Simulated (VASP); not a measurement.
The system is ZnCd2SeS2.

```xyz
6
Lattice="-3.0661 3.0661 4.3222 3.0661 -3.0661 4.3222 3.0661 3.0661 -4.3222" Properties=species:S:1:pos:R:3 pbc="T T T"
Zn    0.0000    0.0000    0.0000
Cd    0.0000    3.0661    2.1611
Cd    3.0661    0.0000    2.1611
Se    0.0000    0.0000    4.3222
S     0.0000    3.0661    0.0000
S     3.0661    0.0000    0.0000
```

The cell was built by a generator and needn't be a form met in nature.

| Quantity | Value |
| --- | --- |
| Program | VASP 6.6.1 |
| Task | relaxation of cell and atoms |
| Functional | PBE |
| Potentials or basis | VASP PAW PBE potentials, release 64 (Zn, Cd, Se, S) |
| Cutoff | 520 eV |
| k mesh | 3 × 3 × 3 |
| Occupations | gaussian, width 0.15 eV |
| Spin | no spin polarisation |

At the start: pressure 9.0 GPa; volume 27.09 Å³/atom.

**Question.** How do energy, volume and symmetry change on relaxing?

**Answer.** Over 23 steps the energy falls by 514.0 meV/atom and the volume is 25.80 Å³/atom (-4.7 %); space group I4/mmm (No. 139, to 0.05 Å).

The path:
```csv
step,energy change (eV),largest force (eV/Å),pressure (GPa),volume (Å³)
1,0.0000,0.0000,9.04,162.54
2,-1.2554,0.0000,-4.23,198.81
3,-1.4340,0.0000,-1.87,185.26
4,-1.4363,0.0000,-1.95,186.59
5,-1.6170,0.0000,-1.64,178.41
6,-2.0686,0.0000,0.30,154.51
7,6.1674,0.0000,23.76,110.15
8,-0.9983,0.0000,0.53,148.66
9,-2.2461,0.0000,5.91,128.91
10,-2.3209,0.0000,2.16,139.27
11,-2.3256,0.0000,3.57,134.06
12,-2.3965,0.0000,4.14,132.73
13,-2.5108,0.0000,5.84,130.44
14,-2.1978,0.0000,12.27,124.92
15,-2.5337,0.0000,6.40,129.40
16,-2.7981,0.0000,4.63,135.01
17,-2.9889,0.0000,3.00,143.30
18,-3.0147,0.0000,3.08,146.74
19,-3.0110,0.0000,1.24,153.61
20,-3.0263,0.0000,2.24,149.84
21,-3.0806,0.0000,0.59,153.64
22,-3.0813,0.0000,-0.69,156.03
23,-3.0839,0.0000,0.17,154.83
```

Final structure:
```xyz
6
Lattice="-2.4477 2.4477 6.4605 2.4477 -2.4477 6.4605 2.4477 2.4477 -6.4605" Properties=species:S:1:pos:R:3 pbc="T T T"
Zn    0.0000    0.0000    0.0000
Cd    0.0000    2.4477    3.2303
Cd    2.4477    0.0000    3.2303
Se    0.0000    0.0000    6.4605
S     0.0000    2.4477    0.0000
S     2.4477    0.0000    0.0000
```

Caveat: the k mesh is coarse (spacing up to 0.48 Å⁻¹), so the values aren't converged.
